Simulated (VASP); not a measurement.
Sn:

```
CELL_PARAMETERS angstrom
-2.91964 2.91964 1.59380
2.91964 -2.91964 1.59380
2.91964 2.91964 -1.59380
ATOMIC_POSITIONS crystal
Sn 0.00000 0.00000 0.00000
Sn 0.75000 0.25000 0.50000
```

```yaml
Program: VASP 6.6.1
Task: relaxation of cell and atoms
Functional: PBE
Potentials_or_basis: VASP PAW PBE potentials, release 64 (Sn_d)
Cutoff: 520 eV
k_mesh: 15 × 15 × 15
Occupations: gaussian, width 0.1 eV
Spin: no spin polarisation
```

At the start: pressure 2.3 GPa; volume 27.17 Å³/atom.

Q: Where does the relaxation end?

A: Over 10 steps the energy falls by 9.5 meV/atom and the volume is 28.38 Å³/atom (+4.4 %); space group I4_1/amd (No. 141, to 0.05 Å).

The path:
```csv
step,energy change (eV),largest force (eV/Å),pressure (GPa),volume (Å³)
1,0.0000,0.0000,2.30,54.34
2,-0.0172,0.0000,-0.52,57.46
3,-0.0182,0.0000,-0.04,56.87
4,-0.0181,0.0000,-0.14,56.92
5,-0.0188,0.0000,-0.14,56.89
6,-0.0191,0.0000,-0.12,56.87
7,-0.0191,0.0000,-0.11,56.86
8,-0.0191,0.0000,-0.08,56.86
9,-0.0191,0.0000,0.06,56.72
10,-0.0191,0.0000,-0.02,56.75
```

Final structure:
```yaml
crystal:
  lattice:
    - [-2.98046, 2.98046, 1.59724]
    - [2.98046, -2.98046, 1.59724]
    - [2.98046, 2.98046, -1.59724]
  atoms:
    - { symbol: Sn, position: [0.00000, 0.00000, 0.00000] }
    - { symbol: Sn, position: [0.75000, 0.25000, 0.50000] }
```
